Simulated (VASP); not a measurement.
# Sn2GeO2 (I4/mmm) in VASP: a series of runs

Runs on Sn2GeO2. Level: PBE. Tasks: equation of state.

All numbers are computed with VASP 6.6.1; they aren't measurements. Logs are shortened: lines on timing, memory, paths and dates and some standing lists are left out, and cuts for length are marked.

### Step 1. Starting point

It takes space group I4/mmm (No. 139, tetragonal). Conventional cell: a = 3.694 Å, b = 3.694 Å, c = 12.866 Å, α = 90.00°, β = 90.00°, γ = 90.00°. Sn (site symmetry 4mm) has 4 O at 2.22 Å as nearest neighbours. Around Ge (site symmetry 4/mmm) lie 8 Sn at 3.28 Å and 4 Ge at 3.69 Å and 8 O at 3.71 Å. O (site symmetry -4m2) has 4 Sn at 2.22 Å as nearest neighbours.

The cell was built by a generator and needn't be a form met in nature.

### Step 2. Equation of state, PBE, 17.55 Å³/atom

The input, INCAR:

```
SYSTEM = Sn2GeO2
ALGO = Normal
EDIFF = 1E-6
EDIFFG = -0.02
ENCUT = 520
GGA = PE
IBRION = 2
ISIF = 4
ISMEAR = 0
KPAR = 8
LASPH = .TRUE.
LCHARG = .FALSE.
LREAL = .FALSE.
LWAVE = .FALSE.
NELM = 100
NSW = 30
PREC = Accurate
SIGMA = 0.1
```

The input, KPOINTS:

```
k-points
0
G
  12 12 12
  0 0 0
```

The input, POSCAR:

```
Sn2GeO2
1.0
   -1.8468400000      1.8468400000      6.4331200000
    1.8468400000     -1.8468400000      6.4331200000
    1.8468400000      1.8468400000     -6.4331200000
Sn Ge O
2 1 2
Direct
    0.6539140000      0.6539140000      0.0000000000
    0.3460860000      0.3460860000      0.0000000000
    0.0000000000      0.0000000000      0.0000000000
    0.2500000000      0.7500000000      0.5000000000
    0.7500000000      0.2500000000      0.5000000000
```

Potentials or basis: VASP PAW PBE potentials, release 64 (Sn_d, Ge_d, O).

Run with:

```
cat potpaw_PBE.64/Sn_d/POTCAR potpaw_PBE.64/Ge_d/POTCAR potpaw_PBE.64/O/POTCAR > POTCAR
mpirun -np 8 vasp_std > vasp.out
```

OUTCAR:

```text
SYSTEM = Sn2GeO2
   EDIFF = 1E-6
   EDIFFG = -0.02
   ENCUT = 520
   GGA = PE
   IBRION = 2
   ISIF = 4
   ISMEAR = 0
   LASPH = .TRUE.
   LREAL = .FALSE.
   NELM = 100
   NSW = 30
   PREC = Accurate

 ion  position               nearest neighbor table
   1  0.654  0.654  0.000-   4 2.22   5 2.22   4 2.22   5 2.22   3 3.28   3 3.28   3 3.28   3 3.28
                             2 3.60   2 3.60   2 3.60   2 3.60
   2  0.346  0.346  0.000-   4 2.22   5 2.22   4 2.22   5 2.22   3 3.28   3 3.28   3 3.28   3 3.28
                             1 3.60   1 3.60   1 3.60   1 3.60
   3  0.000  0.000  0.000-   1 3.28   1 3.28   1 3.28   2 3.28   1 3.28   2 3.28   2 3.28   2 3.28

   4  0.250  0.750  0.500-   2 2.22   1 2.22   2 2.22   1 2.22
   5  0.750  0.250  0.500-   2 2.22   1 2.22   2 2.22   1 2.22

  LATTYP: Found a body centered tetragonal cell.
 ALAT       =     3.6936800000
 C/A-ratio  =     3.4833120357

  Lattice vectors:

 A1 = (  -1.8468400000,   1.8468400000,   6.4331200000)
 A2 = (   1.8468400000,  -1.8468400000,   6.4331200000)
 A3 = (   1.8468400000,   1.8468400000,  -6.4331200000)

Analysis of symmetry for initial positions (statically):
=====================================================================
 Subroutine PRICEL returns:
 Original cell was already a primitive cell.

 Routine SETGRP: Setting up the symmetry group for a
 body centered tetragonal supercell.

 Subroutine GETGRP returns: Found 16 space group operations
 (whereof 16 operations were pure point group operations)
 out of a pool of 16 trial point group operations.

The static configuration has the point symmetry D_4h.

Analysis of symmetry for dynamics (positions and initial velocities):
=====================================================================
 Subroutine PRICEL returns:
 Original cell was already a primitive cell.

 Routine SETGRP: Setting up the symmetry group for a
 body centered tetragonal supercell.

 Subroutine GETGRP returns: Found 16 space group operations
 (whereof 16 operations were pure point group operations)
 out of a pool of 16 trial point group operations.

The dynamic configuration has the point symmetry D_4h.

 Subroutine INISYM returns: Found 16 space group operations
 (whereof 16 operations are pure point group operations),
 and found     1 'primitive' translations

----------------------------------------------------------------------------------------

                                     Primitive cell

  volume of cell :      87.7688

  direct lattice vectors                    reciprocal lattice vectors
    -1.846840000  1.846840000  6.433120000     0.000000000  0.270732711  0.077722785
     1.846840000 -1.846840000  6.433120000     0.270732711  0.000000000  0.077722785
     1.846840000  1.846840000 -6.433120000     0.270732711  0.270732711  0.000000000

  length of vectors
     6.943102254  6.943102254  6.943102254     0.281668301  0.281668301  0.382873872

  position of ions in fractional coordinates (direct lattice)
     0.653914000  0.653914000  0.000000000
     0.346086000  0.346086000  0.000000000
     0.000000000  0.000000000  0.000000000
     0.250000000  0.750000000  0.500000000
     0.750000000  0.250000000  0.500000000

  ion indices of the primitive-cell ions
   primitive index   ion index
                 1           1
                 2           2
                 3           3
                 4           4
                 5           5

----------------------------------------------------------------------------------------

 KPOINTS: k-points

Automatic generation of k-mesh.
 Grid dimensions read from file:
 generate k-points for:   12   12   12

 Generating k-lattice:

  Cartesian coordinates                     Fractional coordinates (reciprocal lattice)
     0.000000000  0.022561059  0.006476899     0.083333333 -0.000000000  0.000000000
     0.022561059  0.000000000  0.006476899    -0.000000000  0.083333333  0.000000000
     0.022561059  0.022561059  0.000000000     0.000000000  0.000000000  0.083333333

  Length of vectors
     0.023472358  0.023472358  0.031906156

  Shift w.r.t. Gamma in fractional coordinates (k-lattice)
     0.000000000  0.000000000  0.000000000

 Subroutine IBZKPT returns following result:
 ===========================================

 Found    163 irreducible k-points:

 Following reciprocal coordinates:
            Coordinates               Weight
  0.000000  0.000000  0.000000      1.000000
  0.083333 -0.000000  0.000000      8.000000
  0.166667 -0.000000  0.000000      8.000000
  0.250000  0.000000  0.000000      8.000000
  0.333333 -0.000000  0.000000      8.000000
  0.416667  0.000000  0.000000      8.000000
[... 16 lines left out ...]
  0.500000  0.166667 -0.000000     16.000000
 -0.416667  0.166667  0.000000     16.000000
 [... further k-points ...]
   k-points           NKPTS =    163   k-points in BZ     NKDIM =    163   number of bands    NBANDS=     32
   number of dos      NEDOS =    301   number of ions     NIONS =      5
   total plane-waves  NPLWV = 157464
   dimension x,y,z NGX =    54 NGY =   54 NGZ =   54
   dimension x,y,z NGXF=   108 NGYF=  108 NGZF=  108
   ions per type =               2   1   2
   NGX,Y,Z   is equivalent  to a cutoff of  12.93, 12.93, 12.93 a.u.
   NGXF,Y,Z  is equivalent  to a cutoff of  25.86, 25.86, 25.86 a.u.
 SYSTEM =  Sn2GeO2
   PREC   = accura    normal or accurate (medium, high low for compatibility)
   ISTART =      0    job   : 0-new  1-cont  2-samecut
   ICHARG =      2    charge: 1-file 2-atom 10-const
   ISPIN  =      1    spin polarized calculation?
   LNONCOLLINEAR =      F non collinear calculations
   LSORBIT =      F    spin-orbit coupling
   LASPH  =      T    aspherical Exc in radial PAW
   ENCUT  =  520.0 eV  38.22 Ry    6.18 a.u.  12.91 12.91 12.91*2*pi/ulx,y,z
   NELM   =    100;   NELMIN=  2; NELMDL= -5     # of ELM steps
   EDIFF  = 0.1E-05   stopping-criterion for ELM
   LREAL  =      F    real-space projection
   EDIFFG = -.2E-01   stopping-criterion for IOM
   NSW    =     30    number of steps for IOM
   IBRION =      2    ionic relax: 0-MD 1-quasi-New 2-CG
   NFREE  =      1    steps in history (QN), initial steepest desc. (CG)
   ISIF   =      4    stress and relaxation
   ISYM   =      2    0-nonsym 1-usesym 2-fastsym
   POTIM  = 0.5000    time-step for ionic-motion
   TEBEG  =    0.0;   TEEND  =   0.0 temperature during run
   PSTRESS=    0.0 pullay stress
   NELECT =      54.0000    total number of electrons
   NUPDOWN=      -1.0000    fix difference up-down
   EMIN   =  10.00;   EMAX   =-10.00  energy-range for DOS
   EFERMI =   0.00;   METHOD = LEGACY
   ISMEAR =     0;   SIGMA  =   0.10  broadening in eV -4-tet -1-fermi 0-gaus
   EFERMI_NEDOS =   21; number of points for ismear=-14 and -15
   IALGO  =     38    algorithm
   IMIX   =      4    mixing-type and parameters
     AMIX     =   0.40;   BMIX     =  1.00
     AMIX_MAG =   1.60;   BMIX_MAG =  1.00
  volume/ion in A,a.u.               =      17.55       118.46
  Fermi-wavevector in a.u.,A,eV,Ry     =   1.392385  2.631226 26.378107  1.938736
  Thomas-Fermi vector in A             =   2.516133
   LORBIT       =      0    0 simple, 1 ext, 2 COOP (PROOUT), +10 PAW based schemes
   GGA     = PE    functional components
   LHFCALC =     F    Hartree Fock is set to
   AEXX    =    0.0000 exact exchange contribution
   IVDW    =     0    specifies the selected vdW correction
   LEPSILON=     F    determine dielectric tensor
   LRPA    =     F    only Hartree local field effects (RPA)
 conjugate gradient relaxation of ions
 non-spin polarized calculation
 Gauss-broadening in eV      SIGMA  =   0.10
  energy-cutoff  :      520.00
  volume of cell :       87.77
 maximum number of plane-waves:      2384
 NGX is ok and might be reduce to    54
   NGX = 25   NGY = 25   NGZ = 25

 number of electron      54.0000000 magnetization

 Free energy of the ion-electron system (eV)
  ---------------------------------------------------
  ext. energy  EPLUGINS =         0.00000000
  ---------------------------------------------------
  free energy    TOTEN  =       -25.82518886 eV

  energy without entropy =      -25.81892735  energy(sigma->0) =      -25.82205810

 E-fermi :   7.0524     XC(G=0): -10.6652

 val. band max:        7.0518643084   @ k =   0.0833   0.0833   0.0833
 cond. band min:       7.0573107571   @ k =  -0.1667   0.1667   0.0000
 fundamental gap:      0.0054464487
 Fermi energy:         7.0524194664

 k-point     1 :       0.0000    0.0000    0.0000
  band No.  band energies     occupation
      1     -17.6983      2.00000
      2     -17.6894      2.00000
      3     -17.6539      2.00000
      4     -17.6539      2.00000
      5     -17.6427      2.00000
      6     -14.8935      2.00000
[... 24 lines left out ...]
     31      12.9001      0.00000
     32      13.0781      0.00000

 k-point     2 :       0.0833   -0.0000    0.0000
  band No.  band energies     occupation
      1     -17.6977      2.00000
      2     -17.6896      2.00000
      3     -17.6542      2.00000
      4     -17.6539      2.00000
      5     -17.6425      2.00000
      6     -14.8913      2.00000
[... 24 lines left out ...]
     31      12.1879      0.00000
     32      13.0208      0.00000

 k-point     3 :       0.1667   -0.0000    0.0000
  band No.  band energies     occupation
      1     -17.6962      2.00000
      2     -17.6902      2.00000
      3     -17.6549      2.00000
      4     -17.6539      2.00000
      5     -17.6418      2.00000
      6     -14.8854      2.00000
[... 24 lines left out ...]
     31      11.4656      0.00000
     32      12.8947      0.00000

 k-point     4 :       0.2500    0.0000    0.0000
  band No.  band energies     occupation
      1     -17.6941      2.00000
      2     -17.6911      2.00000
      3     -17.6558      2.00000
      4     -17.6538      2.00000
      5     -17.6409      2.00000
      6     -14.8768      2.00000
[... 24 lines left out ...]
     31      11.6856      0.00000
     32      12.4020      0.00000

 k-point     5 :       0.3333   -0.0000    0.0000
  band No.  band energies     occupation
      1     -17.6921      2.00000
      2     -17.6919      2.00000
      3     -17.6567      2.00000
      4     -17.6538      2.00000
      5     -17.6399      2.00000
      6     -14.8651      2.00000
[... 584 lines left out ...]
     31      11.2221      0.00000
     32      12.5553      0.00000

 k-point    22 :       0.4167    0.1667    0.0000
  band No.  band energies     occupation
      1     -17.6935      2.00000
      2     -17.6884      2.00000
      3     -17.6574      2.00000
      4     -17.6547      2.00000
      5     -17.6386      2.00000
      6     -14.8578      2.00000
[... 24 lines left out ...]
     31      11.4495      0.00000
     32      12.3371      0.00000

 k-point    23 :       0.5000    0.1667   -0.0000
  band No.  band energies     occupation
      1     -17.6937      2.00000
      2     -17.6878      2.00000
      3     -17.6576      2.00000
      4     -17.6546      2.00000
      5     -17.6384      2.00000
      6     -14.8355      2.00000
[... 24 lines left out ...]
     31      11.4591      0.00000
     32      12.4342      0.00000

 k-point    24 :      -0.4167    0.1667    0.0000
  band No.  band energies     occupation
      1     -17.6935      2.00000
      2     -17.6884      2.00000
      3     -17.6574      2.00000
      4     -17.6547      2.00000
      5     -17.6386      2.00000
      6     -14.8565      2.00000
[... 24 lines left out ...]
     31      11.4133      0.00000
     32      12.4963      0.00000

 [... further k-points ...]

------------------------ aborting loop because EDIFF is reached ----------------------------------------

  FORCE on cell =-STRESS in cart. coord.  units (eV):
  Direction    XX          YY          ZZ          XY          YZ          ZX
  --------------------------------------------------------------------------------------
  -------------------------------------------------------------------------------------
  Total       -0.0060474     -0.0060474      0.0079056      0.0000000      0.0000000      0.0000000
  in kB       -0.1103917     -0.1103917      0.1443129      0.0000000      0.0000000      0.0000000
  external PRESSURE =      -0.0254902 kB  Pullay stress =       0.0000000 kB

 VOLUME and BASIS-vectors are now :
 -----------------------------------------------------------------------------
  energy-cutoff  :      520.00
  volume of cell :       87.77
      direct lattice vectors                 reciprocal lattice vectors
    -1.846840000  1.846840000  6.433120000     0.000000000  0.270732711  0.077722785
     1.846840000 -1.846840000  6.433120000     0.270732711  0.000000000  0.077722785
     1.846840000  1.846840000 -6.433120000     0.270732711  0.270732711  0.000000000

 POSITION                                       TOTAL-FORCE (eV/Angst)
 -----------------------------------------------------------------------------------
      0.00000      0.00000      8.41341        -0.000000     -0.000000      0.004508
      0.00000      0.00000      4.45283        -0.000000     -0.000000     -0.004508
      0.00000      0.00000      0.00000         0.000000      0.000000     -0.000000
      1.84684      0.00000      3.21656         0.000000      0.000000     -0.000000
      0.00000      1.84684      3.21656         0.000000      0.000000     -0.000000
 -----------------------------------------------------------------------------------
    total drift:                               -0.000000     -0.000000      0.000000

  FREE ENERGIE OF THE ION-ELECTRON SYSTEM (eV)
  ---------------------------------------------------
  free  energy   TOTEN  =       -25.8251888591 eV

  energy  without entropy=      -25.8189273456  energy(sigma->0) =      -25.82205810

 reached required accuracy - stopping structural energy minimisation
```

Wall time 3.6 min (8 MPI ranks of Intel Xeon Platinum 8488C (Sapphire Rapids), shared host); peak memory 0.67 GiB.

Results:

| Item | Value |
| --- | --- |
| Free energy | -25.8252 eV |
| Pressure | 0.0 GPa |
| Largest force | 0.005 eV/Å |
| Band gap on the k mesh | none (metal or under the smearing width) |

### Step 3. Equation of state, PBE, 17.03 Å³/atom (volume scaled by 0.97)

INCAR is that of step 2.

KPOINTS is that of step 2.

POSCAR, as its differences from that of step 2:

```diff
@@ -2,5 +2,5 @@
 1.0
-   -1.8468400000      1.8468400000      6.4331200000
-    1.8468400000     -1.8468400000      6.4331200000
-    1.8468400000      1.8468400000     -6.4331200000
+   -1.8281837750      1.8281837750      6.3681345469
+    1.8281837750     -1.8281837750      6.3681345469
+    1.8281837750      1.8281837750     -6.3681345469
 Sn Ge O
```

Potentials or basis: VASP PAW PBE potentials, release 64 (Sn_d, Ge_d, O).

Run with:

```
cat potpaw_PBE.64/Sn_d/POTCAR potpaw_PBE.64/Ge_d/POTCAR potpaw_PBE.64/O/POTCAR > POTCAR
mpirun -np 8 vasp_std > vasp.out
```

Run time: 7 min. Hardware: 8 MPI ranks of Intel Xeon Platinum 8488C (Sapphire Rapids), shared host; peak memory 0.73 GiB.

Results (log left out):

- Free energy: -25.8065 eV
- Pressure: 2.1 GPa
- Band gap on the k mesh: none (metal or under the smearing width)

### Step 4. Equation of state, PBE, 18.08 Å³/atom (volume scaled by 1.03)

INCAR is that of step 3.

KPOINTS is that of step 3.

POSCAR, as its differences from that of step 3:

```diff
@@ -2,5 +2,5 @@
 1.0
-   -1.8281837750      1.8281837750      6.3681345469
-    1.8281837750     -1.8281837750      6.3681345469
-    1.8281837750      1.8281837750     -6.3681345469
+   -1.8651267338      1.8651267338      6.4968184000
+    1.8651267338     -1.8651267338      6.4968184000
+    1.8651267338      1.8651267338     -6.4968184000
 Sn Ge O
```

Run with:

```
cat potpaw_PBE.64/Sn_d/POTCAR potpaw_PBE.64/Ge_d/POTCAR potpaw_PBE.64/O/POTCAR > POTCAR
mpirun -np 8 vasp_std > vasp.out
```

Wall time 9.6 min (8 MPI ranks of Intel Xeon Platinum 8488C (Sapphire Rapids), shared host); peak memory 0.76 GiB.

The run converged. Its results:

| Property | Result |
| --- | --- |
| Free energy | -25.8139 eV |
| Pressure | -1.6 GPa |
| Band gap on the k mesh | none (metal or under the smearing width) |

### Step 5. Equation of state, PBE, 16.50 Å³/atom (volume scaled by 0.94)

INCAR is that of step 4.

KPOINTS is that of step 4.

POSCAR, as its differences from that of step 4:

```diff
@@ -2,5 +2,5 @@
 1.0
-   -1.8651267338      1.8651267338      6.4968184000
-    1.8651267338     -1.8651267338      6.4968184000
-    1.8651267338      1.8651267338     -6.4968184000
+   -1.8091388090      1.8091388090      6.3017949877
+    1.8091388090     -1.8091388090      6.3017949877
+    1.8091388090      1.8091388090     -6.3017949877
 Sn Ge O
```

Run with:

```
cat potpaw_PBE.64/Sn_d/POTCAR potpaw_PBE.64/Ge_d/POTCAR potpaw_PBE.64/O/POTCAR > POTCAR
mpirun -np 8 vasp_std > vasp.out
```

It took 12 min on 8 MPI ranks of Intel Xeon Platinum 8488C (Sapphire Rapids), shared host; peak memory 0.73 GiB.

It converged, with:

```yaml
Free_energy: -25.7511 eV
Pressure: 4.5 GPa
Largest_force: 0.005 eV/Å
Band_gap_on_the_k_mesh: none (metal or under the smearing width)
```

### Step 6. Equation of state, PBE, 18.61 Å³/atom (volume scaled by 1.06)

INCAR is that of step 5.

KPOINTS is that of step 5.

POSCAR, as its differences from that of step 5:

```diff
@@ -2,5 +2,5 @@
 1.0
-   -1.8091388090      1.8091388090      6.3017949877
-    1.8091388090     -1.8091388090      6.3017949877
-    1.8091388090      1.8091388090     -6.3017949877
+   -1.8830617450      1.8830617450      6.5592916402
+    1.8830617450     -1.8830617450      6.5592916402
+    1.8830617450      1.8830617450     -6.5592916402
 Sn Ge O
```

Potentials or basis: VASP PAW PBE potentials, release 64 (Sn_d, Ge_d, O).

Run with:

```
cat potpaw_PBE.64/Sn_d/POTCAR potpaw_PBE.64/Ge_d/POTCAR potpaw_PBE.64/O/POTCAR > POTCAR
mpirun -np 8 vasp_std > vasp.out
```

Wall time 15 min (8 MPI ranks of Intel Xeon Platinum 8488C (Sapphire Rapids), shared host); peak memory 0.77 GiB.

It converged, with:

| Quantity | Value |
| --- | --- |
| Free energy | -25.7785 eV |
| Pressure | -2.9 GPa |
| Largest force | 0.010 eV/Å |
| Band gap on the k mesh | none (metal or under the smearing width) |
